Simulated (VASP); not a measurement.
These are PBE GGA, VASP's PBE PAW potentials (set 64) (plane waves; VASP) values and carry that method's errors.

The input files of a VASP run:

INCAR:
```
SYSTEM=ZrC
PREC=Accurate; ENCUT=520; LREAL=.FALSE.
LASPH=.TRUE.
EDIFF=1E-6; NELM=100; ALGO=Normal
LMAXMIX=4
ISMEAR=1; SIGMA=0.1
GGA=PE
ISIF=2
LWAVE=.FALSE.; LCHARG=.FALSE.
```

### POSCAR
```
ZrC
1
    0.0000000000     2.3970000000     2.3970000000
    2.3970000000     0.0000000000     2.3970000000
    2.3970000000     2.3970000000     0.0000000000
Zr C
1 1
Direct
  0.0000000000   0.0000000000   0.0000000000
  0.5000000000   0.5000000000   0.5000000000
```

KPOINTS:
```
Automatic mesh
0
Gamma
4 4 4
0 0 0
```

POTCAR, in this order: Zr_sv C (PBE.64 set). Program: vasp_std.

The resulting files:

**OSZICAR**
```
       N       E                     dE             d eps       ncg     rms          rms(c)
DAV:   1     0.106085372615E+03    0.10609E+03   -0.87128E+03   192   0.134E+03
DAV:   2    -0.170912797483E+02   -0.12318E+03   -0.11179E+03   232   0.323E+02
DAV:   3    -0.227460150176E+02   -0.56547E+01   -0.55688E+01   292   0.610E+01
DAV:   4    -0.229123381910E+02   -0.16632E+00   -0.16621E+00   236   0.103E+01
DAV:   5    -0.229171076148E+02   -0.47694E-02   -0.47693E-02   284   0.135E+00    0.188E+01
DAV:   6    -0.196193038011E+02    0.32978E+01   -0.17840E+01   200   0.286E+01    0.721E+00
DAV:   7    -0.193812699863E+02    0.23803E+00   -0.11088E+00   208   0.790E+00    0.541E+00
DAV:   8    -0.193762199844E+02    0.50500E-02   -0.27876E-01   204   0.405E+00    0.146E+00
DAV:   9    -0.193619252837E+02    0.14295E-01   -0.84782E-02   212   0.156E+00    0.425E-01
DAV:  10    -0.193624002683E+02   -0.47498E-03   -0.35720E-03   228   0.689E-01    0.421E-01
DAV:  11    -0.193616751173E+02    0.72515E-03   -0.22146E-03   220   0.297E-01    0.308E-02
DAV:  12    -0.193616651339E+02    0.99835E-05   -0.74642E-05   260   0.546E-02    0.162E-02
DAV:  13    -0.193616653557E+02   -0.22184E-06   -0.25319E-06   168   0.176E-02
   1 F= -.19361665E+02 E0= -.19362209E+02  d E =0.163077E-02
```

File OUTCAR:
```
------------------------ aborting loop because EDIFF is reached ----------------------------------------
  FORCE on cell =-STRESS in cart. coord.  units (eV):
  Direction    XX          YY          ZZ          XY          YZ          ZX
  --------------------------------------------------------------------------------------
  Total       -1.9477943     -1.9477943     -1.9477943     -0.0000000      0.0000000     -0.0000000
  in kB     -113.2973035   -113.2973035   -113.2973035     -0.0000000      0.0000000     -0.0000000
  external PRESSURE =    -113.2973035 kB  Pullay stress =       0.0000000 kB
  volume of cell :       27.54
      direct lattice vectors                 reciprocal lattice vectors
     0.000000000  2.397000000  2.397000000    -0.208594076  0.208594076  0.208594076
     2.397000000  0.000000000  2.397000000     0.208594076 -0.208594076  0.208594076
     2.397000000  2.397000000  0.000000000     0.208594076  0.208594076 -0.208594076
 POSITION                                       TOTAL-FORCE (eV/Angst)
 -----------------------------------------------------------------------------------
      0.00000      0.00000      0.00000        -0.000000      0.000000      0.000000
      2.39700      2.39700      2.39700         0.000000     -0.000000     -0.000000
 -----------------------------------------------------------------------------------
    total drift:                                0.000000      0.000000      0.000000
  FREE ENERGIE OF THE ION-ELECTRON SYSTEM (eV)
  ---------------------------------------------------
  free  energy   TOTEN  =       -19.3616653557 eV

  energy  without entropy=      -19.3632961277  energy(sigma->0) =      -19.36220895
```
(Selected blocks of OUTCAR.)

The compound is ZrC in the rock salt structure. The cell was not relaxed at this level. The k-mesh is coarse (spacing up to 0.57 per Å, 2π included), so the numbers may not be converged in it. The run is one of a series of settings (KPOINTS 4×4×4 Γ-centred mesh against the base run), some of them coarse on purpose.
